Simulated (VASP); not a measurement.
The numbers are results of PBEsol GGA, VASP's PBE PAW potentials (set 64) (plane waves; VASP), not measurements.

A VASP calculation is set up with these files.

**KPOINTS**
```
k-points along high-symmetry lines
12
Line-mode
Reciprocal
  0.000000   0.000000   0.000000 ! GAMMA
  0.000000   0.000000  -0.500000 ! T

  0.000000   0.000000  -0.500000 ! T
 -0.328125   0.328125  -0.500000 ! H_2

 -0.343750   0.328125  -0.187500 ! H_0
  0.000000   0.500000   0.500000 ! L

  0.000000   0.500000   0.500000 ! L
  0.000000   0.000000   0.000000 ! GAMMA

  0.000000   0.000000   0.000000 ! GAMMA
 -0.335937   0.335937   0.000000 ! S_0

 -0.335938   0.328125  -0.343750 ! S_2
 -0.500000   0.000000  -1.000000 ! F

 -0.500000   0.000000  -1.000000 ! F
  0.000000   0.000000   0.000000 ! GAMMA
```

**INCAR**
```
! general
SYSTEM   =  Cd4S3Se
PREC     =  Accurate
ENCUT    =  400
LREAL    =  .False.
LASPH    =  .True.
ICHARG   =  11

! electronic loop
EDIFF    =  1E-7
NELM     =  100
ALGO     =  Normal
LMAXMIX  =  4

! smearing
ISMEAR   =  0
SIGMA    =  0.05

! functional
GGA      =  PS

! output
LWAVE    =  .False.
LCHARG   =  .False.
LORBIT   =  11
```

### POSCAR
```
Cd4S3Se
1
   -0.0000000000     2.9442498964     2.9442498964
    2.9442498964    -0.0000000000     2.9442498964
   11.7818965787    11.7818965787    -0.0048969930
Cd Se S
4 1 3
Direct
  0.0108566721   0.0108566721   0.9918574960
  0.9897044460   0.9897044460   0.2577216655
  0.9966245656   0.9966245656   0.5025315758
  0.0031596630   0.0031596630   0.7476302528
  0.2471799366   0.2471799366   0.0646150476
  0.2441921901   0.2441921901   0.3168558575
  0.2507886288   0.2507886288   0.5619085284
  0.2574938979   0.2574938979   0.8068795766
```

POTCAR, in this order: Cd Se S (PBE.64 set). Program: vasp_std. Read from the step before: CHGCAR.

Output

OUTCAR:
```
 ion  position               nearest neighbor table
   1  0.011  0.011  0.992-   8 2.52   5 2.60   5 2.60   5 2.60
   2  0.990  0.990  0.258-   6 2.54   6 2.54   6 2.54   5 2.63
   3  0.997  0.997  0.503-   6 2.53   7 2.54   7 2.54   7 2.54
   4  0.003  0.003  0.748-   7 2.53   8 2.54   8 2.54   8 2.54
   5  0.247  0.247  0.065-   1 2.60   1 2.60   1 2.60   2 2.63
   6  0.244  0.244  0.317-   3 2.53   2 2.54   2 2.54   2 2.54
   7  0.251  0.251  0.562-   4 2.53   3 2.54   3 2.54   3 2.54
   8  0.257  0.257  0.807-   1 2.52   4 2.54   4 2.54   4 2.54
  LATTYP: Found a trigonal (rhomboedric) cell.
 ALAT       =    13.8181085333
 COS(alpha) =     0.9546003883
 Subroutine PRICEL returns:
 Original cell was already a primitive cell.
 Subroutine GETGRP returns: Found  6 space group operations
The static configuration has the point symmetry C_3v.
The dynamic configuration has the point symmetry C_3v.
 Subroutine INISYM returns: Found  6 space group operations
   k-points           NKPTS =     84   k-points in BZ     NKDIM =     84   number of bands    NBANDS=     43
   number of dos      NEDOS =    301   number of ions     NIONS =      8
   total plane-waves  NPLWV =  87808
   dimension x,y,z NGX =    28 NGY =   28 NGZ =  112
   dimension x,y,z NGXF=    56 NGYF=   56 NGZF=  224
   ions per type =               4   1   3
   PREC   = accura    normal or accurate (medium, high low for compatibility)
...
```

**OSZICAR**
```
       N       E                     dE             d eps       ncg     rms          rms(c)
DAV:   1     0.452129452580E+03    0.45213E+03   -0.30999E+04  7272   0.125E+03
DAV:   2     0.457036786132E+01   -0.44756E+03   -0.43950E+03  8124   0.343E+02
DAV:   3    -0.224744876368E+02   -0.27045E+02   -0.26877E+02  8303   0.821E+01
DAV:   4    -0.228484757471E+02   -0.37399E+00   -0.37317E+00  8236   0.893E+00
DAV:   5    -0.228554661395E+02   -0.69904E-02   -0.69877E-02  8420   0.113E+00
DAV:   6    -0.228556667399E+02   -0.20060E-03   -0.20057E-03  8255   0.181E-01
DAV:   7    -0.228556749142E+02   -0.81743E-05   -0.81732E-05  8387   0.315E-02
DAV:   8    -0.228556752914E+02   -0.37723E-06   -0.37707E-06  6886   0.599E-03
DAV:   9    -0.228556753105E+02   -0.19048E-07   -0.19085E-07  5802   0.134E-03
   1 F= -.22855675E+02 E0= -.22855675E+02  d E =-.522094E-16
```

OUTCAR:
```
 val. band max:        1.3316528532   @ k =   0.0000   0.0000   0.0000

 cond. band min:       1.9910022602   @ k =   0.0000   0.0000   0.0000



 k-point     1 :       0.0000    0.0000    0.0000
  band No.  band energies     occupation
      1     -11.3319      2.00000
      2     -11.1226      2.00000
      3     -11.1119      2.00000
      4     -10.8991      2.00000
      5      -6.6802      2.00000
      6      -6.6802      2.00000
      7      -6.6621      2.00000
      8      -6.6246      2.00000
      9      -6.6246      2.00000
     10      -6.5838      2.00000
     11      -6.5838      2.00000
     12      -6.4826      2.00000
     13      -6.4826      2.00000
     14      -6.4449      2.00000
     15      -6.3958      2.00000
     16      -6.2231      2.00000
     17      -6.2231      2.00000
     18      -6.2060      2.00000
     19      -6.2060      2.00000
     20      -6.1828      2.00000
     21      -6.1828      2.00000
     22      -6.1256      2.00000
     23      -6.1256      2.00000
     24      -5.8361      2.00000
     25      -3.3677      2.00000
     26      -1.5242      2.00000
     27      -1.4306      2.00000
     28       0.2758      2.00000
     29       0.2758      2.00000
     30       0.5664      2.00000
     31       0.5664      2.00000
     32       0.7832      2.00000
     33       0.7832      2.00000
     34       1.1049      2.00000
     35       1.3316      2.00000
     36       1.3317      2.00000
     37       1.9910      0.00000
     38       3.5990      0.00000
     39       3.6761      0.00000
     40       3.9841      0.00000
     41       7.0488      0.00000
     42       7.4017      0.00000
     43       7.4201      0.00000

 k-point     2 :       0.0000    0.0000   -0.0455
  band No.  band energies     occupation
      1     -11.3314      2.00000
      2     -11.1333      2.00000
      3     -11.1012      2.00000
      4     -10.8997      2.00000
      5      -6.6801      2.00000
      6      -6.6801      2.00000
...
```

The density is held fixed in this step, so its total energy and stress have no physical meaning.

The structure was generated: Cd4S3Se was put into an ordered model structure (R3m), which need not be its known phase. It was relaxed first.
